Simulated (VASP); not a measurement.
Input of a VASP 6.6.1 run:

The input INCAR:

```
PREC     = Normal         # precision mode
ENCUT    = 520            # plane-wave cutoff, eV
EDIFF    = 1E-4           # SCF threshold, eV
ISMEAR   = 0              # smearing method
SIGMA    = 0.15           # smearing width, eV
LREAL    = False          # projectors in reciprocal space
LASPH    = True           # aspherical terms in the spheres
NELM     = 60             # most SCF steps
ALGO     = Fast           # electronic algorithm
ISIF     = 3              # what is computed and relaxed
LWAVE    = False          # write WAVECAR
LCHARG   = False          # write CHGCAR
GGA      = PE             # functional
IBRION   = 2              # ionic algorithm
NSW      = 24             # ionic steps
EDIFFG   = -0.08          # ionic threshold
```

Contents of KPOINTS:

```
Automatic mesh
0
Gamma
  3 3 3
```

POSCAR

```
Ti3BiO3
1.0
    4.6441638600      0.0000000000      0.0000000000
    0.0000000000      4.6441638600      0.0000000000
    0.0000000000      0.0000000000      4.6441638600
Ti Bi O
3 1 3
Direct
    0.5000000000      0.0000000000      0.0000000000
    0.0000000000      0.5000000000      0.0000000000
    0.0000000000      0.0000000000      0.5000000000
    0.0000000000      0.0000000000      0.0000000000
    0.0000000000      0.5000000000      0.5000000000
    0.5000000000      0.0000000000      0.5000000000
    0.5000000000      0.5000000000      0.0000000000
```

Potentials or basis: VASP PAW PBE potentials, release 64 (Ti_sv, Bi_d, O).

Run with:

```bash
$ cat potpaw_PBE.64/Ti_sv/POTCAR potpaw_PBE.64/Bi_d/POTCAR potpaw_PBE.64/O/POTCAR > POTCAR
$ mpirun -np 1 vasp_std > vasp.out
```

Problem. What does it give for the relaxed volume?

Solution. 16.65 Å³/atom.

Problem. What does it give for the relaxed cell?

Solution. a = 4.885 Å, b = 4.885 Å, c = 4.885 Å, α = 90.00°, β = 90.00°, γ = 90.00°.

Problem. Estimate the band gap on the k mesh.

Solution. None (metal or under the smearing width).

Problem. Estimate the space group after relaxing (to 0.05 Å).

Solution. Pm-3m (No. 221).

Final structure:
```xyz
7
Lattice="4.8850 0.0000 0.0000 0.0000 4.8850 0.0000 0.0000 0.0000 4.8850" Properties=species:S:1:pos:R:3 pbc="T T T"
Ti    2.4425    0.0000    0.0000
Ti    0.0000    2.4425    0.0000
Ti    0.0000    0.0000    2.4425
Bi    0.0000    0.0000    0.0000
O     0.0000    2.4425    2.4425
O     2.4425    0.0000    2.4425
O     2.4425    2.4425    0.0000
```

Caveat: the k mesh is coarse (spacing up to 0.45 Å⁻¹), so the values aren't converged; the volume moved by over 15 % at a fixed basis, so the end points are rough; spin-orbit coupling is left out, which moves the levels of the heavy elements; an odd number of electrons without spin polarisation forces a metal; a magnetic or distorted state may lie lower; semilocal functionals often make such compounds metallic where correlation or magnetic order opens a gap, which also shifts bond lengths.
